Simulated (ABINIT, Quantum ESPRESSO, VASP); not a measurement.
**One structure in several programs: C (P6_3/mmc, 4 atoms in the cell)**

Self-consistent single point, at a second geometry (lattice scaled by 0.98). First geometry:

```
CELL_PARAMETERS angstrom
      2.46000     0.00000     0.00000
     -1.23000     2.13042     0.00000
      0.00000     0.00000     6.71000
ATOMIC_POSITIONS crystal
  C  0.00000 0.00000 0.25000
  C  0.00000 0.00000 0.75000
  C  0.33333 0.66667 0.25000
  C  0.66667 0.33333 0.75000
```

Shared settings, as Quantum ESPRESSO writes them: occupations = smearing; smearing = gaussian; degauss = 0.0099958 Ry; K_POINTS = automatic 15 15 5 0 0 0. Potentials and cutoffs stand in the table.

```tsv
code	model	ΔF from the first geometry (meV/atom)	pressure (GPa)	cutoff
Quantum ESPRESSO	PBE, PSlibrary PAW (PBE) pseudopotentials	40.8	22.56	45 Ry
VASP	PBE, VASP's PBE PAW potentials (set 64)	40.7	20.67	400 eV
ABINIT	PBE, PAW (JTH v2.0 PBE PAW)	39.9	22.42	42 Ry
```

For VASP (by 2.1 GPa) the energy change implies a higher mean pressure, against the two pressures, than for the other programs: a sign of finite-basis (Pulay) stress.

The spread over the programs that give each value: ΔF from the first geometry within 0.9 meV/atom; pressure within 1.89 GPa.

In the pressure, VASP (by 1.74) lies more than 1 GPa from the median of the plane-wave programs.

VASP's run is marked for a possible Pulay error in its stress at this cutoff; no cutoff test was made.

The starting cell has typed, rounded lattice constants, without a prior relaxation at this level. For this run, on top of that: lattice scaled by 0.98.

Left out of this page: Ansatz, GPAW, CP2K, FLEUR and SIESTA (not drawn, or without a comparable value).
